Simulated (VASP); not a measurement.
# PmS (P-6m2) in VASP: a series of runs

Aim: see how the results for PmS move with the level of theory and the settings. Levels: r2SCAN+U, PBEsol+U. Tasks: single point.

Program: VASP 6.6.1. These are calculated values, not measurements. Logs are shortened: lines on timing, memory, paths and dates and some standing lists are left out, and cuts for length are marked.

### Step 1. Starting point

The structure is hexagonal, space group P-6m2 (No. 187). The conventional cell has a = 3.755 Å, b = 3.755 Å, c = 3.665 Å, α = 90.00°, β = 90.00°, γ = 120.00°. Around Pm (site symmetry -6m2) lie 6 S at 2.84 Å. S (site symmetry -6m2) has 6 Pm at 2.84 Å as nearest neighbours.

The cell comes from a database or a generator and needn't be the stable form of this composition.

### Step 2. Single point, r2SCAN+U, collinear spin, random start

The input, INCAR:

```
ALGO = Normal ; EDIFF = 1E-6
ENCUT = 520 ; ISIF = 2
ISMEAR = 0 ; ISPIN = 2
LASPH = T ; LCHARG = F
LDAU = T ; LDAUJ = 0 0
LDAUL = 3 -1 ; LDAUPRINT = 1
LDAUTYPE = 2 ; LDAUU = 4 0
LMAXMIX = 6 ; LMIXTAU = T
LORBIT = 11 ; LREAL = F
LWAVE = F ; MAGMOM = -4.53 0
METAGGA = R2SCAN ; NBANDS = 22
NELM = 100 ; PREC = Accurate
SIGMA = 0.05
```

The input, KPOINTS:

```
k-points
0
Gamma
  6 6 5
```

The input, POSCAR:

```
PmS
1.0
    3.7551346500      0.0000000000      0.0000000000
   -1.8775673200      3.2520420000      0.0000000000
    0.0000000000      0.0000000000      3.6648253700
Pm S
1 1
Direct
    0.0000000000      0.0000000000      0.0000000000
    0.6666666667      0.3333333333      0.5000000000
```

Potentials or basis: VASP PAW PBE potentials, release 64 (Pm, S).

Started as:

```console
> cat potpaw_PBE.64/Pm/POTCAR potpaw_PBE.64/S/POTCAR > POTCAR
> mpirun -np 1 vasp_std > vasp.out
```

OUTCAR:

```text
EDIFF = 1E-6
   ENCUT = 520
   ISIF = 2
   ISMEAR = 0
   ISPIN = 2
   LASPH = T
   LORBIT = 11
   LREAL = F
   METAGGA = R2SCAN
   NELM = 100
   PREC = Accurate

 ion  position               nearest neighbor table
   1  0.000  0.000  0.000-   2 2.84   2 2.84   2 2.84   2 2.84   2 2.84   2 2.84
   2  0.667  0.333  0.500-   1 2.84   1 2.84   1 2.84   1 2.84   1 2.84   1 2.84

  LATTYP: Found a hexagonal cell.
 ALAT       =     3.7551346500
 C/A-ratio  =     0.9759504549

  Lattice vectors:

 A1 = (   3.7551346500,   0.0000000000,   0.0000000000)
 A2 = (  -1.8775673200,   3.2520420000,   0.0000000000)
 A3 = (   0.0000000000,   0.0000000000,   3.6648253700)

Analysis of symmetry for initial positions (statically):
=====================================================================
 Subroutine PRICEL returns:
 Original cell was already a primitive cell.

 Routine SETGRP: Setting up the symmetry group for a
 hexagonal supercell.

 Subroutine GETGRP returns: Found 12 space group operations
 (whereof 12 operations were pure point group operations)
 out of a pool of 24 trial point group operations.

The static configuration has the point symmetry D_3h.

Analysis of symmetry for dynamics (positions and initial velocities):
=====================================================================
 Subroutine PRICEL returns:
 Original cell was already a primitive cell.

 Routine SETGRP: Setting up the symmetry group for a
 hexagonal supercell.

 Subroutine GETGRP returns: Found 12 space group operations
 (whereof 12 operations were pure point group operations)
 out of a pool of 24 trial point group operations.

The dynamic configuration has the point symmetry D_3h.

Analysis of structural, dynamic, and magnetic symmetry:
=====================================================================
 Subroutine PRICEL returns:
 Original cell was already a primitive cell.

 Routine SETGRP: Setting up the symmetry group for a
 hexagonal supercell.

 Subroutine GETGRP returns: Found 12 space group operations
 (whereof 12 operations were pure point group operations)
 out of a pool of 24 trial point group operations.
[... 176 lines left out ...]
  o =  0.9791  v =  0.0000  0.0000  0.0000  0.0000  0.0000  0.0000  0.0000 -0.0000  0.0000  0.0000  0.0000 -0.0000 -0.0000  1.0000      0.0000  0.0000  0.0000  0.0000  0.0000  0.0000  0.0000  0.0000  0.0000  0.0000  0.0000  0.0000  0.0000  0.0000
  o =  0.9806  v =  0.0000  0.0000  0.0000  0.0000  0.0000  0.0000  0.0000 -0.0000  0.0000  0.0000  1.0000 -0.0000  0.0000 -0.0000      0.0000  0.0000  0.0000  0.0000  0.0000  0.0000  0.0000  0.0000  0.0000  0.0000  0.0000  0.0000  0.0000  0.0000
  o =  0.9820  v =  0.0000  0.0000  0.0000  0.0000  0.0000  0.0000  0.0000 -0.0000 -0.3543 -0.0000  0.0000  0.0000  0.9351  0.0000      0.0000  0.0000  0.0000  0.0000  0.0000  0.0000  0.0000  0.0000  0.0000  0.0000  0.0000  0.0000  0.0000  0.0000
  o =  0.9820  v =  0.0000  0.0000  0.0000  0.0000  0.0000  0.0000  0.0000 -0.0000  0.9351 -0.0000 -0.0000  0.0000  0.3543 -0.0000      0.0000  0.0000  0.0000  0.0000  0.0000  0.0000  0.0000  0.0000  0.0000  0.0000  0.0000  0.0000  0.0000  0.0000

 number of electron      21.0000001 magnetization      -4.8893317

 Free energy of the ion-electron system (eV)
  ---------------------------------------------------
  ext. energy  EPLUGINS =         0.00000000
  ---------------------------------------------------
  free energy    TOTEN  =       -46.57290031 eV

  energy without entropy =      -46.57202720  energy(sigma->0) =      -46.57246376

 E-fermi :   7.8227     XC(G=0): -11.1853

 val. band max:        7.8145616405   @ k =   0.5000   0.0000   0.4000
 cond. band min:       7.9490815821   @ k =   0.3333   0.0000   0.0000
 fundamental gap:      0.1345199416
 Fermi energy:         7.8226826605

 spin component 1

 k-point     1 :       0.0000    0.0000    0.0000
  band No.  band energies     occupation
      1     -31.1678      1.00000
      2     -11.4550      1.00000
      3     -11.1472      1.00000
      4     -11.1472      1.00000
      5      -6.8196      1.00000
      6       4.5274      1.00000
[... 514 lines left out ...]
     21      15.1764      0.00000
     22      16.6037      0.00000
 Fermi energy:         7.8226826605

 spin component 2

 k-point     1 :       0.0000    0.0000    0.0000
  band No.  band energies     occupation
      1     -33.4531      1.00000
      2     -13.0192      1.00000
      3     -12.8505      1.00000
      4     -12.8505      1.00000
      5      -6.8935      1.00000
      6       1.7415      1.00000
[... 514 lines left out ...]
     21      13.9883      0.00000
     22      15.8149      0.00000

------------------------ aborting loop because EDIFF is reached ----------------------------------------

  FORCE on cell =-STRESS in cart. coord.  units (eV):
  Direction    XX          YY          ZZ          XY          YZ          ZX
  --------------------------------------------------------------------------------------
  -------------------------------------------------------------------------------------
  Total        1.8548111      1.8548111      2.3978996      0.0000000      0.0000000      0.0000000
  in kB       66.4011077     66.4011076     85.8433465      0.0000001      0.0000000      0.0000000
  external PRESSURE =      72.8818539 kB  Pullay stress =       0.0000000 kB

 VOLUME and BASIS-vectors are now :
 -----------------------------------------------------------------------------
  energy-cutoff  :      520.00
  volume of cell :       44.75
      direct lattice vectors                 reciprocal lattice vectors
     3.755134650  0.000000000  0.000000000     0.266302035  0.153749551  0.000000000
    -1.877567320  3.252042000  0.000000000     0.000000000  0.307499104  0.000000000
     0.000000000  0.000000000  3.664825370     0.000000000  0.000000000  0.272864297

 POSITION                                       TOTAL-FORCE (eV/Angst)
 -----------------------------------------------------------------------------------
      0.00000      0.00000      0.00000        -0.000000     -0.000000      0.000000
      1.87757      1.08401      1.83241         0.000000      0.000000      0.000000
 -----------------------------------------------------------------------------------
    total drift:                               -0.000000      0.000000      0.000000

  FREE ENERGIE OF THE ION-ELECTRON SYSTEM (eV)
  ---------------------------------------------------
  free  energy   TOTEN  =       -46.5729003149 eV

  energy  without entropy=      -46.5720272035  energy(sigma->0) =      -46.57246376

 total charge

# of ion       s       p       d       f       tot
--------------------------------------------------
    1        2.016   5.593   0.636   4.047  12.292
    2        1.311   2.508   0.000   0.000   3.819
--------------------------------------------------
tot          3.327   8.102   0.636   4.047  16.111

 magnetization (x)

# of ion       s       p       d       f       tot
--------------------------------------------------
    1        0.019  -0.026  -0.283  -3.997  -4.287
    2        0.005   0.051   0.000   0.000   0.057
--------------------------------------------------
tot          0.024   0.025  -0.283  -3.997  -4.231
```

OSZICAR:

```text
N       E                     dE             d eps       ncg     rms          rms(c)
DAV:   1     0.140169403916E+03    0.14017E+03   -0.89282E+03  1968   0.144E+03
DAV:   2    -0.224752050644E+02   -0.16264E+03   -0.14463E+03  2082   0.257E+02
[... 18 lines left out ...]
DAV:  21    -0.465727758615E+02    0.68095E-03   -0.36407E-03  2560   0.930E-01    0.770E-02
DAV:  22    -0.465729468122E+02   -0.17095E-03   -0.16314E-03  3296   0.329E-01    0.104E-01
DAV:  23    -0.465729153649E+02    0.31447E-04   -0.11593E-04  2776   0.164E-01    0.559E-02
DAV:  24    -0.465729069662E+02    0.83988E-05   -0.35892E-05  3174   0.536E-02    0.354E-02
DAV:  25    -0.465729008824E+02    0.60838E-05   -0.22571E-05  2528   0.785E-02    0.127E-02
DAV:  26    -0.465729003149E+02    0.56744E-06   -0.70465E-06  2968   0.264E-02
   1 F= -.46572900E+02 E0= -.46572464E+02  d E =-.873111E-03  mag=    -4.8894
```

stdout:

```text
POSCAR found type information on POSCAR PmS
 POSCAR found :  2 types and       2 ions
 scaLAPACK will be used
 -----------------------------------------------------------------------------
|                                                                             |
|                                                                             |
|     You enforced a specific xc type in the INCAR file but a different       |
|     I HOPE YOU KNOW WHAT YOU ARE DOING!                                     |
|                                                                             |
 -----------------------------------------------------------------------------

 LDA part: xc-table for (None), standard interpolation
 POSCAR, INCAR and KPOINTS ok, starting setup
 FFT: planning ... GRIDC
 FFT: planning ... GRID_SOFT
 FFT: planning ... GRID
 WAVECAR not read
 entering main loop
```

It took 2.3 min on 1 thread of Intel Xeon 6975P-C (Granite Rapids), shared host; peak memory 0.21 GiB.

What came out:

| Quantity | Value |
| --- | --- |
| Free energy | -46.5729 eV |
| Pressure | 7.3 GPa |
| Band gap on the k mesh | none (metal or under the smearing width) |
| Net moment | -4.89 μB per cell |
| Site moments | Pm -4.29; S +0.06 μB |
| Valence electrons inside the program's atomic spheres | Pm 12.29; S 3.82 |

Stress tensor (GPa, compression positive):
```
6.64 0.00 0.00
0.00 6.64 0.00
0.00 0.00 8.58
```

Levels at points of the mesh, in eV from the Fermi level:
Spin up:
```tsv
k point	band 6	band 7	band 8	band 9	band 10	band 11
(0.00, 0.00, 0.00)	-3.30	-3.30	-2.71	-0.58	2.15	2.62
(0.50, 0.00, 0.00)	-5.55	-3.87	-2.96	-0.21	2.61	2.96
```
Spin down:
| k point | band 9 | band 10 | band 11 | band 12 | band 13 | band 14 | band 15 | band 16 | band 17 | band 18 |
| --- | --- | --- | --- | --- | --- | --- | --- | --- | --- | --- |
| (0.00, 0.00, 0.00) | -4.96 | -3.53 | -3.53 | -2.55 | -1.86 | 0.41 | 0.71 | 0.71 | 2.51 | 3.72 |
| (0.50, 0.00, 0.00) | -5.20 | -4.90 | -3.67 | -3.01 | -1.44 | 0.53 | 0.94 | 1.29 | 2.98 | 4.05 |

Eigenvalues of the final occupation matrices:
| site | spin | trace | eigenvalues |
| --- | --- | --- | --- |
| site 1 f | 1 | 0.03 | 0.00 0.00 0.00 0.00 0.00 0.01 0.01 |
| site 1 f | 2 | 4.03 | 0.03 0.04 0.04 0.98 0.98 0.98 0.98 |

Caveat: the magnetic or orbital state may not be the lowest; the PAW data sets were made with another functional, which shifts forces and pressure a little; spin-orbit coupling is left out, which moves the levels of the heavy elements. The state reached can hang on the start; a lower one may exist.

### Step 3. Single point, r2SCAN+U, collinear spin, ferromagnetic start

The input, INCAR:

```
ALGO = Normal ; EDIFF = 1E-7
ENCUT = 520 ; ISIF = 2
ISMEAR = 0 ; ISPIN = 2
LASPH = T ; LCHARG = T
LDAU = T ; LDAUJ = 0 0
LDAUL = 3 -1 ; LDAUPRINT = 1
LDAUTYPE = 2 ; LDAUU = 4 0
LELF = T ; LMAXMIX = 6
LMIXTAU = T ; LORBIT = 11
LREAL = F ; LVHAR = T
LWAVE = F ; MAGMOM = 4 0
METAGGA = R2SCAN ; NBANDS = 22
NELM = 100 ; NUPDOWN = 3
PREC = Accurate ; SIGMA = 0.05
```

KPOINTS is that of step 2.

POSCAR is that of step 2.

Potentials or basis: VASP PAW PBE potentials, release 64 (Pm, S).

Started as:

```console
> cat potpaw_PBE.64/Pm/POTCAR potpaw_PBE.64/S/POTCAR > POTCAR
> mpirun -np 1 vasp_std > vasp.out
```

Wall time 2.4 min (1 thread of Intel Xeon 6975P-C (Granite Rapids), shared host); peak memory 0.21 GiB.

It converged, with:

| Item | Value |
| --- | --- |
| Free energy | -46.1476 eV |
| Pressure | 7.9 GPa |
| Net moment | 3.00 μB per cell |
| Site moments | Pm +3.55; S -0.04 μB |
| Valence electrons inside the program's atomic spheres | Pm 12.26; S 3.82 |

Stress tensor (GPa, compression positive):
```
7.39 0.00 0.00
0.00 7.39 0.00
0.00 0.00 9.05
```

Eigenvalues of the final occupation matrices:
```csv
site,spin,trace,eigenvalues
site 1 f,1,3.94,0.00 0.01 0.01 0.98 0.98 0.98 0.98
site 1 f,2,0.07,0.00 0.01 0.01 0.01 0.01 0.01 0.02
```

Caveat: the magnetic or orbital state may not be the lowest; the PAW data sets were made with another functional, which shifts forces and pressure a little; spin-orbit coupling is left out, which moves the levels of the heavy elements; the total moment is fixed, so each spin has its own Fermi level.

### Step 4. Single point, PBEsol+U, collinear spin, ferromagnetic start

The input, INCAR:

```
PREC = Accurate ; ENCUT = 520
EDIFF = 1E-6 ; ISMEAR = 0
SIGMA = 0.05 ; LREAL = False
LASPH = True ; NELM = 150
ALGO = Normal ; ISIF = 2
LWAVE = False ; LCHARG = False
ISPIN = 2 ; MAGMOM = 4 0
LORBIT = 11 ; LMAXMIX = 6
LDAU = True ; LDAUTYPE = 2
LDAUL = 3 -1 ; LDAUU = 7 0
LDAUJ = 0 0 ; LDAUPRINT = 1
GGA = PS ; NBANDS = 22
```

The input, KPOINTS:

```
regular mesh
0
Gamma
  6 6 5
```

POSCAR is that of step 3.

Started as:

```console
> cat potpaw_PBE.64/Pm/POTCAR potpaw_PBE.64/S/POTCAR > POTCAR
> mpirun -np 1 vasp_std > vasp.out
```

Run time: 89 s. Hardware: 1 thread of AMD EPYC 7R43 (Zen 3), shared host; peak memory 0.17 GiB.

Results (log left out):

| Item | Value |
| --- | --- |
| Free energy | -15.0284 eV |
| Pressure | 2.9 GPa |
| Band gap on the k mesh | none (metal or under the smearing width) |
| Net moment | 4.82 μB per cell |
| Site moments | Pm +4.27; S -0.05 μB |
| Valence electrons inside the program's atomic spheres | Pm 12.28; S 3.75 |

Stress tensor (GPa, compression positive):
```
2.74 0.00 0.00
0.00 2.74 0.00
0.00 0.00 3.32
```

Levels at points of the mesh, in eV from the Fermi level:
Spin up:
| k point | band 11 | band 12 | band 13 | band 14 | band 15 | band 16 |
| --- | --- | --- | --- | --- | --- | --- |
| (0.00, 0.00, 0.00) | -3.44 | -2.49 | -2.00 | 0.28 | 0.73 | 0.73 |
| (0.50, 0.00, 0.00) | -3.74 | -2.91 | -1.61 | 0.61 | 0.98 | 1.18 |
Spin down:
```tsv
k point	band 6	band 7	band 8	band 9	band 10	band 11
(0.00, 0.00, 0.00)	-3.20	-3.20	-2.58	-1.06	1.80	2.69
(0.50, 0.00, 0.00)	-5.50	-3.74	-2.82	-0.67	2.72	3.11
```

Eigenvalues of the final occupation matrices:
```
    site  spin  trace                         eigenvalues
site 1 f     1   4.00  0.02 0.02 0.02 0.98 0.98 0.99 0.99
site 1 f     2   0.02  0.00 0.00 0.00 0.00 0.00 0.00 0.00
```

Caveat: the magnetic or orbital state may not be the lowest; the PAW data sets were made with another functional, which shifts forces and pressure a little; spin-orbit coupling is left out, which moves the levels of the heavy elements. The state reached can hang on the start; a lower one may exist.

### Step 5. Summary

| level | spin | U | fixed moment (μB) | gap on the mesh (eV) | pressure (GPa) | moment (μB) |
| --- | --- | --- | --- | --- | --- | --- |
| r2SCAN+U | collinear, random start | Pm f U = 4 eV | - | none | 7.3 | 4.89 |
| r2SCAN+U | collinear, ferromagnetic start | Pm f U = 4 eV | 3 | - | 7.9 | 3.00 |
| PBEsol+U | collinear, ferromagnetic start | Pm f U = 7 eV | - | none | 2.9 | 4.82 |

Alike in all rows: task single point; potentials or basis VASP PAW PBE potentials, release 64 (Pm, S); cell as given; k mesh 6 × 6 × 5; cutoff (eV) 520; smearing gaussian 0.05 eV.

The pressure there spans 2.9 GPa (PBEsol+U) to 7.9 GPa (r2SCAN+U); a positive pressure means that this level wants a larger cell, a negative one a smaller.

Caveats: the magnetic or orbital state may not be the lowest; the PAW data sets were made with another functional, which shifts forces and pressure a little; spin-orbit coupling is left out, which moves the levels of the heavy elements; the total moment is fixed, so each spin has its own Fermi level (some runs).

Total energies depend on the potentials used, so only differences within one code and one set of settings carry meaning.
